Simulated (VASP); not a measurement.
# Ta2SiN2 (P6_3/mmc) in VASP: density of states with PBE

Aim: the density of states of Ta2SiN2 with PBE.

Program: VASP 6.6.1. These are calculated values, not measurements. Logs are shortened: lines on timing, memory, paths and dates and some standing lists are left out, and cuts for length are marked.

### 1 The crystal as given

The structure is hexagonal, space group P6_3/mmc (No. 194). Conventional cell: a = 3.484 Å, b = 3.484 Å, c = 12.779 Å, α = 90.00°, β = 90.00°, γ = 120.00°. Ta (site symmetry 3m) has 4 N at 2.08 to 2.20 Å as nearest neighbours. Si (site symmetry -6m2) is surrounded by 6 Ta at 2.72 Å and 6 N at 3.10 Å. N (site symmetry 3m) is surrounded by 4 Ta at 2.08 to 2.20 Å.

The cell was built by a generator and needn't be a form met in nature.

### 2 Density of states, PBE

POSCAR reads:

```
Ta2SiN2                                 
1.0
    3.4843928144      0.0000000000      0.0000000000
   -1.7421964072      3.0175726987      0.0000000000
    0.0000000000      0.0000000000     12.7786571832
  Ta              Si              N             
     4     2     4
Direct
     0.6666666699999979    0.3333333300000021    0.1068289391343669
     0.3333333300000021    0.6666666699999979    0.8931710608656331
     0.3333333300000021    0.6666666699999979    0.6068289391343669
     0.6666666699999979    0.3333333300000021    0.3931710608656331
     0.0000000000000000    0.0000000000000000    0.2500000000000000
     0.0000000000000000    0.0000000000000000    0.7500000000000000
     0.6666666699999979    0.3333333300000021    0.9349008450878600
     0.3333333300000021    0.6666666699999979    0.0650991549121400
     0.3333333300000021    0.6666666699999979    0.4349008450878600
     0.6666666699999979    0.3333333300000021    0.5650991549121400
```

INCAR.step1 reads:

```
ALGO     = Normal         # electronic algorithm
EDIFF    = 1E-7           # SCF threshold, eV
ENCUT    = 520            # plane-wave cutoff, eV
GGA      = PE             # functional
ISIF     = 2              # what is computed and relaxed
ISMEAR   = 0              # smearing method
KPAR     = 4            
LASPH    = T              # aspherical terms in the spheres
LCHARG   = T              # write CHGCAR
LMAXMIX  = 4              # l up to which the mixer works
LREAL    = F              # projectors in reciprocal space
LWAVE    = F              # write WAVECAR
NELM     = 60             # most SCF steps
PREC     = Accurate       # precision mode
SIGMA    = 0.1            # smearing width, eV
```

KPOINTS.step1 reads:

```
k-points
0
Gamma
  10 10 4
```

INCAR.step2 reads:

```
ALGO     = Normal         # electronic algorithm
EDIFF    = 1E-7           # SCF threshold, eV
ENCUT    = 520            # plane-wave cutoff, eV
GGA      = PE             # functional
ICHARG   = 11             # starting density
ISIF     = 2              # what is computed and relaxed
ISMEAR   = -5             # smearing method
KPAR     = 4            
LASPH    = T              # aspherical terms in the spheres
LCHARG   = F              # write CHGCAR
LMAXMIX  = 4              # l up to which the mixer works
LORBIT   = 11             # projections on sites
LREAL    = F              # projectors in reciprocal space
LWAVE    = F              # write WAVECAR
NEDOS    = 1001           # points of the DOS
NELM     = 60             # most SCF steps
PREC     = Accurate       # precision mode
SIGMA    = 0.1            # smearing width, eV
```

KPOINTS.step2 reads:

```
k-points
0
Gamma
  15 15 6
```

Potentials or basis: VASP PAW PBE potentials, release 64 (Ta_pv, Si, N).

Launch:

```sh
cat potpaw_PBE.64/Ta_pv/POTCAR potpaw_PBE.64/Si/POTCAR potpaw_PBE.64/N/POTCAR > POTCAR
cp INCAR.step1 INCAR
cp KPOINTS.step1 KPOINTS
mpirun -np 4 vasp_std > vasp.out
cp INCAR.step2 INCAR
cp KPOINTS.step2 KPOINTS
mpirun -np 4 vasp_std > vasp.out
```

OUTCAR:

```text
EDIFF = 1E-7
   ENCUT = 520
   GGA = PE
   ICHARG = 11
   ISIF = 2
   ISMEAR = -5
   LASPH = T
   LORBIT = 11
   LREAL = F
   NELM = 60
   PREC = Accurate

 ion  position               nearest neighbor table
   1  0.667  0.333  0.107-   8 2.08   8 2.08   8 2.08   7 2.20   5 2.72   5 2.72   5 2.72   2 3.39
                             2 3.39   2 3.39
   2  0.333  0.667  0.893-   7 2.08   7 2.08   7 2.08   8 2.20   6 2.72   6 2.72   6 2.72   1 3.39
                             1 3.39   1 3.39
   3  0.333  0.667  0.607-  10 2.08  10 2.08  10 2.08   9 2.20   6 2.72   6 2.72   6 2.72   4 3.39
                             4 3.39   4 3.39
   4  0.667  0.333  0.393-   9 2.08   9 2.08   9 2.08  10 2.20   5 2.72   5 2.72   5 2.72   3 3.39
                             3 3.39   3 3.39
   5  0.000  0.000  0.250-   1 2.72   4 2.72   1 2.72   4 2.72   1 2.72   4 2.72
   6  0.000  0.000  0.750-   2 2.72   3 2.72   2 2.72   3 2.72   2 2.72   3 2.72
   7  0.667  0.333  0.935-   2 2.08   2 2.08   2 2.08   1 2.20
   8  0.333  0.667  0.065-   1 2.08   1 2.08   1 2.08   2 2.20
   9  0.333  0.667  0.435-   4 2.08   4 2.08   4 2.08   3 2.20
  10  0.667  0.333  0.565-   3 2.08   3 2.08   3 2.08   4 2.20

  LATTYP: Found a hexagonal cell.
 ALAT       =     3.4843928144
 C/A-ratio  =     3.6673985580

  Lattice vectors:

 A1 = (   3.4843928144,   0.0000000000,   0.0000000000)
 A2 = (  -1.7421964072,   3.0175726987,   0.0000000000)
 A3 = (   0.0000000000,   0.0000000000,  12.7786571832)

Analysis of symmetry for initial positions (statically):
=====================================================================
 Subroutine PRICEL returns:
 Original cell was already a primitive cell.

 Routine SETGRP: Setting up the symmetry group for a
 hexagonal supercell.

 Subroutine GETGRP returns: Found 24 space group operations
 (whereof 12 operations were pure point group operations)
 out of a pool of 24 trial point group operations.

The static configuration has the point symmetry D_3d.
 The point group associated with its full space group is D_6h.

Analysis of symmetry for dynamics (positions and initial velocities):
=====================================================================
 Subroutine PRICEL returns:
 Original cell was already a primitive cell.

 Routine SETGRP: Setting up the symmetry group for a
 hexagonal supercell.

 Subroutine GETGRP returns: Found 24 space group operations
 (whereof 12 operations were pure point group operations)
 out of a pool of 24 trial point group operations.

The dynamic configuration has the point symmetry D_3d.
 The point group associated with its full space group is D_6h.

 Subroutine INISYM returns: Found 24 space group operations
 (whereof 12 operations are pure point group operations),
 and found     1 'primitive' translations

----------------------------------------------------------------------------------------

                                     Primitive cell

  volume of cell :     134.3600

  direct lattice vectors                    reciprocal lattice vectors
     3.484392814  0.000000000  0.000000000     0.286994048  0.165696091  0.000000000
    -1.742196407  3.017572699  0.000000000     0.000000000  0.331392182  0.000000000
     0.000000000  0.000000000 12.778657183     0.000000000  0.000000000  0.078255484

  length of vectors
     3.484392814  3.484392818 12.778657183     0.331392182  0.331392182  0.078255484

  position of ions in fractional coordinates (direct lattice)
     0.666666670  0.333333330  0.106828939
     0.333333330  0.666666670  0.893171061
     0.333333330  0.666666670  0.606828939
     0.666666670  0.333333330  0.393171061
     0.000000000  0.000000000  0.250000000
     0.000000000  0.000000000  0.750000000
     0.666666670  0.333333330  0.934900845
     0.333333330  0.666666670  0.065099155
     0.333333330  0.666666670  0.434900845
     0.666666670  0.333333330  0.565099155

  ion indices of the primitive-cell ions
   primitive index   ion index
                 1           1
                 2           2
                 3           3
                 4           4
[... 27 lines left out ...]

 TETIRR: Found   1374 inequivalent tetrahedra from     8100

 Subroutine IBZKPT returns following result:
 ===========================================

 Found    108 irreducible k-points:

 Following reciprocal coordinates:
            Coordinates               Weight
  0.000000  0.000000  0.000000      1.000000
  0.066667  0.000000  0.000000      6.000000
  0.133333  0.000000  0.000000      6.000000
  0.200000 -0.000000  0.000000      6.000000
  0.266667  0.000000  0.000000      6.000000
  0.333333 -0.000000  0.000000      6.000000
[... 16 lines left out ...]
  0.333333  0.200000  0.000000     12.000000
  0.400000  0.200000  0.000000      6.000000
 [... further k-points ...]
   k-points           NKPTS =    108   k-points in BZ     NKDIM =    108   number of bands    NBANDS=     43
   number of dos      NEDOS =   1001   number of ions     NIONS =     10
   total plane-waves  NPLWV =  75264
   dimension x,y,z NGX =    28 NGY =   28 NGZ =   96
   dimension x,y,z NGXF=    56 NGYF=   56 NGZF=  192
   ions per type =               4   2   4
   NGX,Y,Z   is equivalent  to a cutoff of  13.36, 13.36, 12.49 a.u.
   NGXF,Y,Z  is equivalent  to a cutoff of  26.72, 26.72, 24.98 a.u.
 SYSTEM =  unknown system
   PREC   = accura    normal or accurate (medium, high low for compatibility)
   ISTART =      0    job   : 0-new  1-cont  2-samecut
   ICHARG =     11    charge: 1-file 2-atom 10-const
   ISPIN  =      1    spin polarized calculation?
   LNONCOLLINEAR =      F non collinear calculations
   LSORBIT =      F    spin-orbit coupling
   LASPH  =      T    aspherical Exc in radial PAW
   ENCUT  =  520.0 eV  38.22 Ry    6.18 a.u.   6.48  6.48 23.76*2*pi/ulx,y,z
   NELM   =     60;   NELMIN=  2; NELMDL=  0     # of ELM steps
   EDIFF  = 0.1E-06   stopping-criterion for ELM
   LREAL  =      F    real-space projection
   EDIFFG = 0.1E-05   stopping-criterion for IOM
   NSW    =      0    number of steps for IOM
   IBRION =     -1    ionic relax: 0-MD 1-quasi-New 2-CG
   NFREE  =      0    steps in history (QN), initial steepest desc. (CG)
   ISIF   =      2    stress and relaxation
   ISYM   =      2    0-nonsym 1-usesym 2-fastsym
   POTIM  = 0.5000    time-step for ionic-motion
   TEBEG  =    0.0;   TEEND  =   0.0 temperature during run
   PSTRESS=    0.0 pullay stress
   NELECT =      72.0000    total number of electrons
   NUPDOWN=      -1.0000    fix difference up-down
   EMIN   =  10.00;   EMAX   =-10.00  energy-range for DOS
   EFERMI =   0.00;   METHOD = LEGACY
   ISMEAR =    -5;   SIGMA  =   0.10  broadening in eV -4-tet -1-fermi 0-gaus
   EFERMI_NEDOS =   21; number of points for ismear=-14 and -15
   IALGO  =     38    algorithm
   IMIX   =      4    mixing-type and parameters
     AMIX     =   0.40;   BMIX     =  1.00
     AMIX_MAG =   1.60;   BMIX_MAG =  1.00
  volume/ion in A,a.u.               =      13.44        90.67
  Fermi-wavevector in a.u.,A,eV,Ry     =   1.329726  2.512819 24.057446  1.768172
  Thomas-Fermi vector in A             =   2.458867
   LORBIT       =     11    0 simple, 1 ext, 2 COOP (PROOUT), +10 PAW based schemes
   GGA     = PE    functional components
   LHFCALC =     F    Hartree Fock is set to
   AEXX    =    0.0000 exact exchange contribution
   IVDW    =     0    specifies the selected vdW correction
   LEPSILON=     F    determine dielectric tensor
   LRPA    =     F    only Hartree local field effects (RPA)
 non-spin polarized calculation
 Fermi weights with tetrahedron method with Bloechl corrections
  energy-cutoff  :      520.00
  volume of cell :      134.36
 maximum number of plane-waves:      3672
 NGX is ok and might be reduce to    28

 number of electron      72.0000011 magnetization

 Free energy of the ion-electron system (eV)
  ---------------------------------------------------
  ext. energy  EPLUGINS =         0.00000000
  ---------------------------------------------------
  free energy    TOTEN  =       -97.45560887 eV

  energy without entropy =      -97.45560887  energy(sigma->0) =      -97.45560887

 E-fermi :   7.0200     XC(G=0): -11.8554

 val. band max:        7.0995883914   @ k =   0.0000   0.0000   0.3333
 cond. band min:       7.0070547039   @ k =   0.3333   0.2000   0.0000
 fundamental gap:     -0.0925336875
 Fermi energy:         7.0200423462

 k-point     1 :       0.0000    0.0000    0.0000
  band No.  band energies     occupation
      1     -28.6308      2.00000
      2     -28.5957      2.00000
      3     -28.5337      2.00000
      4     -28.5337      2.00000
      5     -28.5310      2.00000
      6     -28.5310      2.00000
[... 1093 lines left out ...]
     42       8.2768      0.00000
     43      10.2472      0.00000

 [... further k-points ...]

------------------------ aborting loop because EDIFF is reached ----------------------------------------

  FORCE on cell =-STRESS in cart. coord.  units (eV):
  Direction    XX          YY          ZZ          XY          YZ          ZX
  --------------------------------------------------------------------------------------
  -------------------------------------------------------------------------------------
  Total        0.0945472      0.0945472     -0.4217560      0.0000000     -0.0000000      0.0000000
  in kB        1.1274284      1.1274284     -5.0292331      0.0000000     -0.0000000      0.0000000
  external PRESSURE =      -0.9247921 kB  Pullay stress =       0.0000000 kB

 VOLUME and BASIS-vectors are now :
 -----------------------------------------------------------------------------
  energy-cutoff  :      520.00
  volume of cell :      134.36
      direct lattice vectors                 reciprocal lattice vectors
     3.484392814  0.000000000  0.000000000     0.286994048  0.165696091  0.000000000
    -1.742196407  3.017572699  0.000000000     0.000000000  0.331392182  0.000000000
     0.000000000  0.000000000 12.778657183     0.000000000  0.000000000  0.078255484

 POSITION                                       TOTAL-FORCE (eV/Angst)
 -----------------------------------------------------------------------------------
      1.74220      1.00586      1.36513         0.000000     -0.000000      0.047947
     -0.00000      2.01172     11.41353        -0.000000      0.000000     -0.047947
     -0.00000      2.01172      7.75446        -0.000000      0.000000      0.047947
      1.74220      1.00586      5.02420        -0.000000     -0.000000     -0.047947
      0.00000      0.00000      3.19466        -0.000000      0.000000      0.000000
      0.00000      0.00000      9.58399        -0.000000      0.000000     -0.000000
      1.74220      1.00586     11.94678        -0.000000     -0.000000      0.015753
     -0.00000      2.01172      0.83188         0.000000      0.000000     -0.015753
     -0.00000      2.01172      5.55745        -0.000000      0.000000      0.015753
      1.74220      1.00586      7.22121        -0.000000      0.000000     -0.015753
 -----------------------------------------------------------------------------------
    total drift:                                0.000000     -0.000000     -0.000000

  FREE ENERGIE OF THE ION-ELECTRON SYSTEM (eV)
  ---------------------------------------------------
  free  energy   TOTEN  =       -97.4556088676 eV

  energy  without entropy=      -97.4556088676  energy(sigma->0) =      -97.45560887

 total charge

# of ion       s       p       d       tot
------------------------------------------
    1        0.320   6.227   2.271   8.818
    2        0.320   6.227   2.271   8.818
    3        0.320   6.227   2.271   8.818
    4        0.320   6.227   2.271   8.818
    5        0.773   0.956   0.000   1.730
    6        0.773   0.956   0.000   1.730
    7        1.254   2.525   0.000   3.779
    8        1.254   2.525   0.000   3.779
    9        1.254   2.525   0.000   3.779
   10        1.254   2.525   0.000   3.779
--------------------------------------------------
tot          7.841  36.920   9.083  53.845
```

Wall time 1.7 min (4 MPI ranks of Intel Xeon 6975P-C (Granite Rapids), shared host); peak memory 0.59 GiB.

Results:

```
Valence electrons inside the program's atomic spheres : Ta 8.82; Si 1.73; N 3.78
```

States per cell in windows of 0.5 eV (zero at the Fermi level; states under -8 eV left out):
```tsv
from (eV)	total	Ta1_d	Ta2_d	Ta3_d	Ta4_d	N7_p	N8_p
-8.0	0.89	0.02	0.02	0.02	0.02	0.02	0.02
-7.5	2.01	0.07	0.07	0.07	0.07	0.11	0.11
-7.0	2.37	0.11	0.11	0.11	0.11	0.18	0.18
-6.5	3.34	0.19	0.19	0.19	0.19	0.28	0.28
-6.0	5.50	0.31	0.31	0.31	0.31	0.49	0.49
-5.5	2.39	0.15	0.15	0.15	0.15	0.19	0.19
-5.0	1.91	0.10	0.10	0.10	0.10	0.16	0.16
-4.5	3.04	0.16	0.16	0.16	0.16	0.25	0.25
-4.0	2.16	0.11	0.11	0.11	0.11	0.19	0.19
-3.5	2.66	0.11	0.11	0.11	0.11	0.23	0.23
-3.0	1.36	0.07	0.07	0.07	0.07	0.06	0.06
-2.5	1.66	0.10	0.10	0.10	0.10	0.06	0.06
-2.0	2.21	0.13	0.13	0.13	0.13	0.09	0.09
-1.5	2.90	0.19	0.19	0.19	0.19	0.09	0.09
-1.0	1.74	0.14	0.14	0.14	0.14	0.04	0.04
-0.5	1.25	0.14	0.14	0.14	0.14	0.03	0.03
0.0	1.26	0.18	0.18	0.18	0.18	0.03	0.03
0.5	4.14	0.65	0.65	0.65	0.65	0.07	0.07
1.0	4.92	0.74	0.74	0.74	0.74	0.09	0.09
1.5	1.88	0.23	0.23	0.23	0.23	0.06	0.06
2.0	0.23	0.03	0.03	0.03	0.03	0.00	0.00
2.5	0.84	0.10	0.10	0.10	0.10	0.01	0.01
3.0	0.88	0.12	0.12	0.12	0.12	0.01	0.01
3.5	0.05	0.01	0.01	0.01	0.01	0.00	0.00
4.0	0.00	0.00	0.00	0.00	0.00	0.00	0.00
4.5	0.00	0.00	0.00	0.00	0.00	0.00	0.00
```

Caveat: tetrahedron occupations give inexact forces and stress in metals.
